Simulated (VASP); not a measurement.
Input:

```yaml
crystal:
  lattice:
    - [1.36697, -2.36766, 0.00000]
    - [1.36697, 2.36766, 0.00000]
    - [0.00000, 0.00000, 4.43068]
  atoms:
    - { symbol: Re, position: [0.33333, 0.66667, 0.25000] }
    - { symbol: Re, position: [0.66667, 0.33333, 0.75000] }
```

Computed with SCAN meta-GGA, VASP's PBE PAW potentials (set 64) (plane waves; VASP 6.6.1). Settings: 520 eV cut-off, 17×17×9 Γ-centred mesh, tetrahedra with Blöchl corrections, potentials Re.

Unless said otherwise, spin-orbit coupling is left out, though it shifts the bands of the heavy elements here.

Q: Predict the energy per atom (σ→0), band gap (over mesh and band path) with the smallest direct gap where there is one.

A: 
| Item | Value |
|---|---|
| band gap (over mesh and band path) | none (metal, semimetal or under 0.01 eV) |
| energy per atom (σ→0) | -71.107 eV/atom |

Total energies compare only between runs with the same potentials, cut-off and functional.

The compound is Re in the hcp structure. It was relaxed first.
